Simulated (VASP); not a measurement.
Computed with PBEsol GGA, VASP's PBE PAW potentials (set 64) (plane waves; VASP 6.6.1).

A VASP calculation is set up with these files.

### INCAR
```
ALGO = Normal
EDIFF = 1E-7
ENCUT = 600
GGA = PS
ISIF = 2
ISMEAR = 0
LASPH = .TRUE.
LCHARG = .FALSE.
LREAL = .FALSE.
LWAVE = .FALSE.
NELM = 100
PREC = Accurate
SIGMA = 0.05
SYSTEM = C
```

POSCAR:
```
C
1
    1.2799452828    -2.2169297468     0.0000000000
    1.2799452828     2.2169297468     0.0000000000
    0.0000000000     0.0000000000     7.1929605768
C
4
Direct
  0.0000000000   0.0000000000   0.2500000000
  0.0000000000   0.0000000000   0.7500000000
  0.3333330000   0.6666670000   0.2500000000
  0.6666670000   0.3333330000   0.7500000000
```

File KPOINTS:
```
Regular mesh
0
G
 10 10 4
```

POTCAR, in this order: C (PBE.64 set). Program: vasp_std.

Output of the run:

**OSZICAR**
```
       N       E                     dE             d eps       ncg     rms          rms(c)
DAV:   1     0.559756956484E+02    0.55976E+02   -0.86735E+03  1008   0.135E+03
DAV:   2    -0.352026523964E+02   -0.91178E+02   -0.83902E+02  1500   0.236E+02
DAV:   3    -0.397450517206E+02   -0.45424E+01   -0.45111E+01  1248   0.530E+01
DAV:   4    -0.398157740293E+02   -0.70722E-01   -0.70591E-01  1296   0.751E+00
DAV:   5    -0.398174281405E+02   -0.16541E-02   -0.16537E-02  1252   0.110E+00    0.771E+00
DAV:   6    -0.385917601878E+02    0.12257E+01   -0.11927E+00  1168   0.734E+00    0.447E+00
DAV:   7    -0.381889610717E+02    0.40280E+00   -0.13746E+00  1164   0.794E+00    0.100E+00
DAV:   8    -0.381917270570E+02   -0.27660E-02   -0.38011E-02  1160   0.140E+00    0.883E-02
DAV:   9    -0.381916971112E+02    0.29946E-04   -0.87917E-04  1292   0.242E-01    0.553E-02
DAV:  10    -0.381918919204E+02   -0.19481E-03   -0.25417E-04  1192   0.124E-01    0.306E-02
DAV:  11    -0.381918887702E+02    0.31502E-05   -0.31771E-06  1368   0.155E-02    0.337E-03
DAV:  12    -0.381918896896E+02   -0.91938E-06   -0.11496E-06  1232   0.810E-03    0.154E-03
DAV:  13    -0.381918896420E+02    0.47594E-07   -0.10025E-07  1072   0.231E-03
   1 F= -.38191890E+02 E0= -.38191890E+02  d E =-.300295E-12
```

### OUTCAR
```
------------------------ aborting loop because EDIFF is reached ----------------------------------------
  FORCE on cell =-STRESS in cart. coord.  units (eV):
  Direction    XX          YY          ZZ          XY          YZ          ZX
  --------------------------------------------------------------------------------------
  Total      -10.0555406    -10.0555359      0.0040984      0.0000000     -0.0000000      0.0000000
  in kB     -394.6707979   -394.6706149      0.1608595      0.0000000     -0.0000000      0.0000000
  external PRESSURE =    -263.0601844 kB  Pullay stress =       0.0000000 kB
  volume of cell :       40.82
      direct lattice vectors                 reciprocal lattice vectors
     1.279945283 -2.216929747  0.000000000     0.390641699 -0.225537142  0.000000000
     1.279945283  2.216929747  0.000000000     0.390641699  0.225537142  0.000000000
     0.000000000  0.000000000  7.192960577     0.000000000  0.000000000  0.139024813
 POSITION                                       TOTAL-FORCE (eV/Angst)
 -----------------------------------------------------------------------------------
      0.00000      0.00000      1.79824        -0.000000      0.000000      0.000000
      0.00000      0.00000      5.39472         0.000000     -0.000000      0.000000
      1.27995      0.73898      1.79824         0.000000     -0.000000      0.000000
      1.27995     -0.73898      5.39472         0.000000      0.000000     -0.000000
 -----------------------------------------------------------------------------------
    total drift:                                0.000000     -0.000000      0.000000
  FREE ENERGIE OF THE ION-ELECTRON SYSTEM (eV)
  ---------------------------------------------------
  free  energy   TOTEN  =       -38.1918896420 eV

  energy  without entropy=      -38.1918896420  energy(sigma->0) =      -38.19188964
```
(Selected blocks of OUTCAR.)

Without a dispersion term in the relaxation, distances and binding between the weakly bound layers, chains or molecules are unreliable, and so is what depends on them.

The compound is C in the graphite structure. This cell was strained or had an atom moved on purpose.
